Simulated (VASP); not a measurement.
Output of a VASP run:

OSZICAR:
```
       N       E                     dE             d eps       ncg     rms          rms(c)
DAV:   1     0.132644593869E+03    0.13264E+03   -0.10168E+04  2016   0.110E+03
DAV:   2    -0.552543732999E+01   -0.13817E+03   -0.13485E+03  2656   0.231E+02
DAV:   3    -0.128241966075E+02   -0.72988E+01   -0.72931E+01  2912   0.581E+01
DAV:   4    -0.130236556885E+02   -0.19946E+00   -0.19941E+00  3400   0.787E+00
DAV:   5    -0.130260931750E+02   -0.24375E-02   -0.24374E-02  2904   0.759E-01    0.138E+01
DAV:   6    -0.127356514486E+02    0.29044E+00   -0.75432E-01  2672   0.504E+00    0.892E+00
DAV:   7    -0.127460393400E+02   -0.10388E-01   -0.45811E-01  3168   0.422E+00    0.199E+00
DAV:   8    -0.127492373449E+02   -0.31980E-02   -0.65857E-02  2416   0.150E+00    0.338E-01
DAV:   9    -0.127506568115E+02   -0.14195E-02   -0.24823E-03  2928   0.319E-01    0.125E-01
DAV:  10    -0.127519813556E+02   -0.13245E-02   -0.11380E-03  2392   0.219E-01    0.340E-02
DAV:  11    -0.127520646796E+02   -0.83324E-04   -0.98088E-05  3080   0.574E-02    0.389E-02
DAV:  12    -0.127520759075E+02   -0.11228E-04   -0.16835E-05  2464   0.232E-02    0.100E-02
DAV:  13    -0.127520786912E+02   -0.27836E-05   -0.55667E-06  2624   0.133E-02    0.402E-03
DAV:  14    -0.127520786314E+02    0.59722E-07   -0.25639E-07  2016   0.366E-03
   1 F= -.12752079E+02 E0= -.12752079E+02  d E =-.191640E-15
```

### OUTCAR
```
------------------------ aborting loop because EDIFF is reached ----------------------------------------
  FORCE on cell =-STRESS in cart. coord.  units (eV):
  Direction    XX          YY          ZZ          XY          YZ          ZX
  --------------------------------------------------------------------------------------
  Total        0.7692693      1.2424317      0.9920059     -0.0000026      0.2262025     -0.0000044
  in kB       14.8152901     23.9278847     19.1049568     -0.0000494      4.3564152     -0.0000853
  external PRESSURE =      19.2827106 kB  Pullay stress =       0.0000000 kB
  volume of cell :       83.19
      direct lattice vectors                 reciprocal lattice vectors
     0.000000000  3.433686000  3.464799000    -0.143007832  0.145616111  0.144308515
     3.496312000  0.000000000  3.464799000     0.143007832 -0.145616111  0.144308515
     3.496312000  3.433686000  0.000000000     0.143007832  0.145616111 -0.144308515
 POSITION                                       TOTAL-FORCE (eV/Angst)
 -----------------------------------------------------------------------------------
      0.00000      0.00000      0.00000         0.120803      0.000003     -0.000002
      1.74816      1.71684      1.73240         0.109400      0.000000      0.000002
      5.32383      5.15053      5.19720        -0.230203     -0.000004     -0.000000
 -----------------------------------------------------------------------------------
    total drift:                                0.000008      0.000002     -0.000003
  FREE ENERGIE OF THE ION-ELECTRON SYSTEM (eV)
  ---------------------------------------------------
  free  energy   TOTEN  =       -12.7520786314 eV

  energy  without entropy=      -12.7520786314  energy(sigma->0) =      -12.75207863
```
(Selected blocks of OUTCAR.)

### POSCAR
```
SrCl2
1
    0.0000000000     3.4336860000     3.4647990000
    3.4963120000     0.0000000000     3.4647990000
    3.4963120000     3.4336860000     0.0000000000
Sr Cl
1 2
Direct
  0.0000000000   0.0000000000   0.0000000000
  0.2500000000   0.2500000000   0.2500000000
  0.7386510000   0.7613490000   0.7613490000
```

Q: Reconstruct the remaining input files.

A: This is not unique; one that fits is the input of the run itself, PBE GGA, plane waves, VASP's PBE PAW potentials (set 64).

### KPOINTS
```
Automatic mesh
0
Gamma
5 5 5
0 0 0
```

### INCAR
```
SYSTEM = SrCl2
PREC = Accurate
ENCUT = 400
EDIFF = 1E-6
NELM = 100
ALGO = Normal
LREAL = .FALSE.
LASPH = .TRUE.
ISMEAR = 0
SIGMA = 0.05
GGA = PE
LMAXMIX = 4
LWAVE = .FALSE.
LCHARG = .FALSE.
ISIF = 2
ISYM = 0
```

POTCAR, in this order: Sr_sv Cl (PBE.64 set). Program: vasp_std.

The compound is SrCl2 in the fluorite structure. The cell was not relaxed at this level, atoms are displaced from their ideal sites. The run is one of a series of settings (ISYM = 0 against the base run), some of them coarse on purpose.
